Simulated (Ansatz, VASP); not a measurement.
# LiBeF3: VASP beside Ansatz

Aim: how closely do two programs agree when they are given the same cell, functional and k mesh? The cell is generated by rule, not measured, and may not be a known phase. The cell is taken from a series of runs on this material, whose earlier steps may have relaxed, scaled, displaced or heated it; both programs get it as it stands.

Program: Ansatz 0.2.0. Level of theory: plane waves, with VASP 6.6.1 beside it; zone-centre phonons at PBE. Results are calculated unless marked as measured.

## Step 1: Starting point

It takes space group Amm2 (No. 38, orthorhombic). Conventional cell: a = 2.768 Å, b = 5.228 Å, c = 8.169 Å, α = 90.00°, β = 90.00°, γ = 90.00°. Li has 5 F at 1.94 to 2.05 Å nearest. Be has 4 F at 1.52 to 1.65 Å nearest. Nearest to F lie 1 Be at 1.52 Å and 2 Li at 1.94 Å. Nearest to F lie 2 Be at 1.65 Å and 1 Li at 2.05 Å. Farther neighbours and most contacts between anions are not listed.

## Step 2: VASP: zone-centre phonons, PBE, pair 1

Second derivatives magnify differences that forces hide, and they need a tight electronic threshold.

Lines of VASP's logs that name or quote its potential files are left out, and so is its time.

File INCAR:

```
SYSTEM = LiBeF3
PREC = Accurate
ENCUT = 750
EDIFF = 1E-08
NELM = 120
ISMEAR = 0
SIGMA = 0.01
LREAL = .FALSE.
ALGO = Normal
GGA = PE
NBANDS = 19
LORBIT = 11
LWAVE = .FALSE.
LCHARG = .FALSE.
ISIF = 2
IBRION = 8
LEPSILON = .TRUE.
LASPH = .TRUE.
GGA_COMPAT = .FALSE.
EFERMI = MIDGAP
KPAR = 2
```

File POSCAR:

```
LiBeF3
1.0
    2.7675287613      0.0000000000      0.0000000000
    0.0000000000      2.6139276611      4.0846971522
    0.0000000000     -2.6139276611      4.0846971522
Li Be F
1 1 3
Direct
    0.0000000000      0.2083353652      0.2083353652
    0.5000000000      0.5691309961      0.5691309961
    0.5000000000      0.4194826216      0.9153982174
    0.5000000000      0.9153982174      0.4194826216
    0.0000000000      0.4590215842      0.4590215842
```

File KPOINTS:

```
Automatic mesh
0
Gamma
8 4 4
0 0 0
```

The projector-augmented-wave data sets are Li_sv, Be and F (PBE family, release 64).

The run is started by

```bash
$ mpirun -np 2 vasp_std
```

Numbers of over 12 decimals in the logs are rounded to 6 here.

The program printed:

```text
[banner, memory and clock lines left out]
running    2 mpi-ranks, on    1 nodes
 distrk:  each k-point on    1 cores,    2 groups
 distr:  one band on    1 cores,    1 groups

 POSCAR found type information on POSCAR LiBeF
 POSCAR found :  3 types and       5 ions
 LDA part: xc-table for (Slater+PW92), standard interpolation
 POSCAR, INCAR and KPOINTS ok, starting setup
 FFT: planning ... GRIDC
 FFT: planning ... GRID_SOFT
 FFT: planning ... GRID
 WAVECAR not read
 entering main loop
       N       E                     dE             d eps       ncg     rms          rms(c)
DAV:   1     0.212700921992E+03    0.21270E+03   -0.17503E+04  1330   0.178E+03
DAV:   2    -0.143762859290E+02   -0.22708E+03   -0.22149E+03  1623   0.388E+02
DAV:   3    -0.275315963834E+02   -0.13155E+02   -0.13109E+02  1934   0.907E+01
DAV:   4    -0.286774652461E+02   -0.11459E+01   -0.11437E+01  2262   0.147E+01
DAV:   5    -0.286895132935E+02   -0.12048E-01   -0.12046E-01  1782   0.196E+00    0.828E+00
DAV:   6    -0.268337853153E+02    0.18557E+01   -0.69213E+00  1528   0.200E+01    0.272E+00
DAV:   7    -0.268109417188E+02    0.22844E-01   -0.19755E-01  1627   0.356E+00    0.174E+00
DAV:   8    -0.268133568806E+02   -0.24152E-02   -0.70842E-02  1559   0.278E+00    0.308E-01
DAV:   9    -0.268148137841E+02   -0.14569E-02   -0.84094E-03  1709   0.783E-01    0.150E-01
DAV:  10    -0.268170383547E+02   -0.22246E-02   -0.23297E-03  1456   0.383E-01    0.834E-02
DAV:  11    -0.268169469094E+02    0.91445E-04   -0.62680E-04  1578   0.210E-01    0.146E-02
DAV:  12    -0.268169534158E+02   -0.65064E-05   -0.36363E-05  1548   0.583E-02    0.605E-03
DAV:  13    -0.268169544556E+02   -0.10398E-05   -0.29617E-06  1683   0.181E-02    0.181E-03
DAV:  14    -0.268169546375E+02   -0.18192E-06   -0.23686E-07  1736   0.444E-03    0.722E-04
DAV:  15    -0.268169546560E+02   -0.18434E-07   -0.31898E-08  1771   0.220E-03    0.135E-04
DAV:  16    -0.268169546608E+02   -0.48008E-08   -0.37550E-09  1283   0.715E-04
   1 F= -.26816955E+02 E0= -.26816955E+02  d E =0.000000E+00
 Linear response reoptimize wavefunctions to high precision
DAV:   1    -0.268169546588E+02    0.20023E-08   -0.39271E-10  1155   0.199E-04
DAV:   2    -0.268169546588E+02   -0.61846E-10   -0.57399E-11   971   0.694E-05
 Linear response G [H, r] |phi>, progress :
  Direction:   1
       N       E                     dE             d eps       ncg     rms
RMM:   1    -0.951623919913E+02   -0.95162E+02    0.25445E+02  2190   0.187E+02
RMM:   2    -0.898801064481E+02    0.52823E+01   -0.21354E+01  2596   0.305E+01
RMM:   3    -0.901301848226E+02   -0.25008E+00   -0.34329E+00  3005   0.862E+00
RMM:   4    -0.902932956865E+02   -0.16311E+00   -0.64424E-01  3092   0.361E+00
RMM:   5    -0.903257943313E+02   -0.32499E-01   -0.11033E-01  3142   0.149E+00
RMM:   6    -0.903307998763E+02   -0.50055E-02   -0.21408E-02  3188   0.651E-01
RMM:   7    -0.903317292088E+02   -0.92933E-03   -0.41188E-03  3197   0.269E-01
RMM:   8    -0.903319120769E+02   -0.18287E-03   -0.91095E-04  3153   0.120E-01
RMM:   9    -0.903319498355E+02   -0.37759E-04    0.87765E-05  3146   0.539E-02
RMM:  10    -0.903319577041E+02   -0.78686E-05   -0.41871E-05  3186   0.262E-02
RMM:  11    -0.903319593930E+02   -0.16889E-05   -0.49862E-04  3208   0.138E-02
RMM:  12    -0.903319599036E+02   -0.51060E-06   -0.39727E-04  3188   0.817E-03
RMM:  13    -0.903319598097E+02    0.93978E-07   -0.25480E-05  3168   0.567E-03
RMM:  14    -0.903319599859E+02   -0.17627E-06   -0.15958E-04  3122   0.458E-03
RMM:  15    -0.903319599218E+02    0.64125E-07    0.68887E-05  3105   0.404E-03
RMM:  16    -0.903319600347E+02   -0.11289E-06   -0.46125E-05  3101   0.377E-03
RMM:  17    -0.903319599634E+02    0.71339E-07   -0.16286E-05  3052   0.364E-03
RMM:  18    -0.903319600767E+02   -0.11336E-06   -0.74312E-05  2998   0.358E-03
RMM:  19    -0.903319600609E+02    0.15830E-07    0.28941E-05  2961   0.355E-03
 Linear response G [H, r] |phi>, progress :
  Direction:   2
       N       E                     dE             d eps       ncg     rms
RMM:   1    -0.964183633903E+02   -0.96418E+02    0.22967E+02  2268   0.190E+02
RMM:   2    -0.900803196410E+02    0.63380E+01   -0.24581E+01  2563   0.327E+01
RMM:   3    -0.902595255700E+02   -0.17921E+00   -0.30178E+00  2956   0.906E+00
RMM:   4    -0.904021246746E+02   -0.14260E+00   -0.63171E-01  3080   0.375E+00
RMM:   5    -0.904336382038E+02   -0.31514E-01   -0.46535E-02  3141   0.155E+00
RMM:   6    -0.904430075966E+02   -0.93694E-02   -0.28796E-03  3193   0.669E-01
RMM:   7    -0.904447639484E+02   -0.17564E-02    0.54437E-03  3204   0.260E-01
RMM:   8    -0.904454972011E+02   -0.73325E-03    0.18795E-03  3180   0.114E-01
RMM:   9    -0.904457890886E+02   -0.29189E-03    0.14869E-02  3167   0.517E-02
RMM:  10    -0.904458443519E+02   -0.55263E-04    0.61507E-03  3210   0.253E-02
RMM:  11    -0.904458961822E+02   -0.51830E-04    0.13368E-03  3236   0.134E-02
[...]
RMM:   5    -0.548485584659E+00   -0.17558E-03   -0.17458E-04  4643   0.690E-02    0.961E-03
RMM:   6    -0.548432284201E+00    0.53300E-04   -0.29672E-05  4600   0.303E-02    0.203E-03
RMM:   7    -0.548460181600E+00   -0.27897E-04   -0.74547E-06  4853   0.136E-02    0.119E-03
RMM:   8    -0.548457211975E+00    0.29696E-05   -0.12158E-06  4830   0.620E-03    0.624E-04
[...]
RMM:  11    -0.546232147959E+00   -0.16058E-07    0.46769E-07  4977   0.554E-04    0.155E-05
RMM:  12    -0.546232173832E+00   -0.25873E-07    0.53249E-07  5013   0.335E-04    0.124E-05
RMM:  13    -0.546232117790E+00    0.56042E-07    0.30891E-07  4951   0.240E-04    0.326E-06
RMM:  14    -0.546232123056E+00   -0.52665E-08    0.77598E-08  4981   0.195E-04    0.126E-06
 first order change of Fermi-energy   0.30445E+00
 force on displaced ion       3 direction 3 :   0.000   6.565  -6.635
 Born effective charge ion    3 direction 3 :   0.000   0.271  -0.764
 Linear response progress:
  Degree of freedom:  10/ 12
       N       E                     dE             d eps       ncg     rms          rms(c)
RMM:   1    -0.530695792322E+00   -0.53070E+00    0.72463E-01  3305   0.413E+00
RMM:   2    -0.521507309427E+00    0.91885E-02   -0.88420E-03  2914   0.650E-01    0.142E-01
RMM:   3    -0.523278038649E+00   -0.17707E-02   -0.10534E-03  3074   0.210E-01    0.807E-02
RMM:   4    -0.525923275123E+00   -0.26452E-02   -0.55860E-04  3074   0.138E-01    0.158E-02
RMM:   5    -0.525950434024E+00   -0.27159E-04   -0.90412E-05  3548   0.381E-02    0.426E-03
RMM:   6    -0.525908156835E+00    0.42277E-04   -0.18914E-05  3687   0.164E-02    0.918E-04
RMM:   7    -0.525919699423E+00   -0.11543E-04   -0.28693E-06  3889   0.644E-03    0.274E-04
RMM:   8    -0.525913359417E+00    0.63400E-05   -0.60739E-07  3963   0.283E-03    0.726E-05
RMM:   9    -0.525913637400E+00   -0.27798E-06   -0.11882E-07  4023   0.127E-03    0.559E-05
RMM:  10    -0.525914102445E+00   -0.46505E-06   -0.74242E-08  4103   0.620E-04    0.899E-06
RMM:  11    -0.525914131978E+00   -0.29534E-07    0.16471E-07  4131   0.345E-04    0.533E-06
RMM:  12    -0.525914121294E+00    0.10684E-07    0.14490E-07  4166   0.230E-04    0.472E-06
RMM:  13    -0.525914095333E+00    0.25962E-07    0.12997E-07  4099   0.180E-04    0.205E-06
RMM:  14    -0.525914092500E+00    0.28321E-08    0.57828E-08  3998   0.158E-04    0.155E-06
 first order change of Fermi-energy   0.78877E-04
 force on displaced ion       5 direction 1 :  -7.200  -0.000   0.006
 Born effective charge ion    5 direction 1 :  -1.291   0.000   0.000
 Linear response progress:
  Degree of freedom:  11/ 12
       N       E                     dE             d eps       ncg     rms          rms(c)
RMM:   1    -0.548864572401E+00   -0.54886E+00    0.55002E-01  3794   0.426E+00
RMM:   2    -0.543737940034E+00    0.51266E-02   -0.88428E-03  3340   0.668E-01    0.991E-02
RMM:   3    -0.545146784727E+00   -0.14088E-02   -0.76724E-04  3580   0.176E-01    0.544E-02
RMM:   4    -0.546976570979E+00   -0.18298E-02   -0.37387E-04  3502   0.107E-01    0.107E-02
RMM:   5    -0.547100599895E+00   -0.12403E-03   -0.76547E-05  4123   0.360E-02    0.386E-03
RMM:   6    -0.547027399312E+00    0.73201E-04   -0.12232E-05  4139   0.158E-02    0.118E-03
RMM:   7    -0.547046724181E+00   -0.19325E-04   -0.24440E-06  4323   0.663E-03    0.550E-04
RMM:   8    -0.547045853555E+00    0.87063E-06   -0.41503E-07  4394   0.320E-03    0.317E-04
RMM:   9    -0.547044491193E+00    0.13624E-05   -0.43701E-07  4404   0.161E-03    0.746E-05
RMM:  10    -0.547044389188E+00    0.10201E-06   -0.82360E-07  4614   0.804E-04    0.198E-05
RMM:  11    -0.547044528059E+00   -0.13887E-06    0.62056E-07  4650   0.453E-04    0.128E-05
RMM:  12    -0.547044526197E+00    0.18620E-08   -0.58223E-07  4639   0.307E-04    0.134E-05
RMM:  13    -0.547044507435E+00    0.18762E-07   -0.49749E-07  4699   0.241E-04    0.498E-06
RMM:  14    -0.547044511373E+00   -0.39378E-08   -0.50817E-07  4635   0.208E-04    0.499E-06
[...]
RMM:  18    -0.547044516800E+00   -0.11420E-08    0.44210E-07  4463   0.184E-04    0.281E-07
RMM:  19    -0.547044515519E+00    0.12804E-08   -0.14622E-06  4325   0.183E-04    0.259E-07
RMM:  20    -0.547044516206E+00   -0.68665E-09   -0.49548E-07  4272   0.183E-04    0.178E-07
RMM:  21    -0.547044517108E+00   -0.90246E-09    0.55901E-07  4206   0.183E-04    0.170E-07
RMM:  22    -0.547044515983E+00    0.11251E-08   -0.13705E-06  4195   0.182E-04    0.142E-07
RMM:  23    -0.547044516097E+00   -0.11367E-09   -0.14519E-07  4174   0.182E-04    0.126E-07
RMM:  24    -0.547044517306E+00   -0.12088E-08    0.58016E-07  4167   0.182E-04    0.118E-07
RMM:  25    -0.547044515564E+00    0.17415E-08   -0.11848E-06  4214   0.182E-04    0.758E-08
 first order change of Fermi-energy  -0.38082E-04
 force on displaced ion       5 direction 2 :   0.000  -4.750  -0.001
 Born effective charge ion    5 direction 2 :   0.000  -0.593   0.000
 Linear response progress:
  Degree of freedom:  12/ 12
       N       E                     dE             d eps       ncg     rms          rms(c)
RMM:   1    -0.549613405074E+00   -0.54961E+00    0.65260E-01  2550   0.427E+00
RMM:   2    -0.543015869950E+00    0.65975E-02   -0.92778E-03  2465   0.723E-01    0.129E-01
RMM:   3    -0.544453443402E+00   -0.14376E-02   -0.10850E-03  2694   0.229E-01    0.655E-02
RMM:   4    -0.546245905581E+00   -0.17925E-02   -0.52876E-04  2731   0.144E-01    0.165E-02
RMM:   5    -0.546547475003E+00   -0.30157E-03   -0.15252E-04  3079   0.608E-02    0.791E-03
RMM:   6    -0.546512320568E+00    0.35154E-04   -0.26183E-05  3113   0.263E-02    0.219E-03
RMM:   7    -0.546524764843E+00   -0.12444E-04   -0.48234E-06  3207   0.112E-02    0.993E-04
RMM:   8    -0.546513392611E+00    0.11372E-04   -0.90086E-07  3192   0.514E-03    0.382E-04
RMM:   9    -0.546512762156E+00    0.63046E-06   -0.26043E-07  3258   0.243E-03    0.909E-05
RMM:  10    -0.546514106959E+00   -0.13448E-05   -0.58858E-07  3253   0.117E-03    0.490E-05
RMM:  11    -0.546513750326E+00    0.35663E-06    0.48728E-07  3320   0.595E-04    0.240E-05
RMM:  12    -0.546513776055E+00   -0.25729E-07   -0.51986E-07  3349   0.352E-04    0.144E-05
RMM:  13    -0.546513755316E+00    0.20739E-07   -0.62750E-07  3416   0.235E-04    0.659E-06
RMM:  14    -0.546513778157E+00   -0.22841E-07   -0.28963E-07  3368   0.185E-04    0.516E-06
RMM:  15    -0.546513768280E+00    0.98774E-08   -0.21073E-07  3327   0.164E-04    0.210E-06
RMM:  16    -0.546513767639E+00    0.64120E-09   -0.14154E-07  3295   0.153E-04    0.167E-06
RMM:  17    -0.546513765486E+00    0.21525E-08   -0.87655E-08  3289   0.148E-04    0.429E-07
 first order change of Fermi-energy   0.45877E+00
 force on displaced ion       5 direction 3 :   0.000  -0.000  -9.823
 Born effective charge ion    5 direction 3 :   0.000   0.000  -0.971
 Born effective charges drift removed
 Linear response finished
```

(Part 1 of 3 ends here.)

[Lines on the potential files, build, host, timing and source positions are cut from VASP's logs without a mark.]

[Logs are printed without paths, hosts, clocks, repeated set-up lines and the standing remarks that a program may print on its own settings, such as how far it seeks lower states.]

[Hosts, paths, dates, database ids (printed as entryN), source tags and the programs' standing remarks are cut or masked in the printed files.]
